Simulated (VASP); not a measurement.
OSZICAR of a VASP run on Bi$_{2}$Te$_{3}$ (space group R-3m):

### OSZICAR
```
       N       E                     dE             d eps       ncg     rms          rms(c)
DAV:   1     0.387218245197E+03    0.38722E+03   -0.16263E+04   712   0.113E+03
DAV:   2     0.188520152132E+02   -0.36837E+03   -0.35998E+03   752   0.348E+02
DAV:   3    -0.215572389867E+02   -0.40409E+02   -0.39256E+02   816   0.140E+02
DAV:   4    -0.233731572928E+02   -0.18159E+01   -0.17862E+01   824   0.320E+01
DAV:   5    -0.234638514803E+02   -0.90694E-01   -0.90528E-01   960   0.626E+00    0.904E+00
DAV:   6    -0.232897223914E+02    0.17413E+00   -0.35445E-01   864   0.347E+00    0.601E+00
DAV:   7    -0.232814793243E+02    0.82431E-02   -0.13830E-01   808   0.145E+00    0.282E+00
DAV:   8    -0.232811334206E+02    0.34590E-03   -0.15112E-02   816   0.757E-01    0.537E-01
DAV:   9    -0.232795569111E+02    0.15765E-02   -0.34803E-03   832   0.389E-01    0.338E-01
DAV:  10    -0.232796147658E+02   -0.57855E-04   -0.22505E-03   768   0.196E-01    0.101E-01
DAV:  11    -0.232796154070E+02   -0.64118E-06   -0.10441E-04   776   0.656E-02    0.407E-02
DAV:  12    -0.232796168775E+02   -0.14706E-05   -0.21218E-05   712   0.220E-02    0.201E-02
DAV:  13    -0.232796185656E+02   -0.16881E-05   -0.27988E-06   688   0.885E-03    0.862E-03
DAV:  14    -0.232796190344E+02   -0.46877E-06   -0.34133E-07   432   0.553E-03
   1 F= -.23279619E+02 E0= -.23279613E+02  d E =-.113156E-04  mag=    -0.0000     0.0000     0.0000
```

Q: Which electronic solver shows in the log?

A: It is blocked Davidson (ALGO = Normal, or the opening steps of other solvers). The INCAR had ALGO = Normal.

Q: How was spin treated?

A: With non-collinear spinors: mag has three components.

Q: Can the final energy be trusted as converged?

A: Self-consistency was reached. It stopped with EDIFF = 1E-6, NELM = 100 (LDA (Ceperley-Alder, Perdew-Zunger) with spin-orbit coupling, plane waves, VASP's LDA PAW potentials (set 64)).

The structure is a typed Bi2Te3 crystal. The cell was not relaxed at this level. The k-mesh is coarse (spacing up to 0.56 per Å, 2π included), so the numbers may not be converged in it. The run is one of a series of settings (GGA_COMPAT = .FALSE., LNONCOLLINEAR = .TRUE., LSORBIT = .TRUE., MAGMOM = 0.0 0.0 0.0 0.0 0.0 0.0 0.0 0.0 0.0 0.0 0.0 0.0 0.0 0.0 0.0, program vasp_ncl against the base run), some of them coarse on purpose.
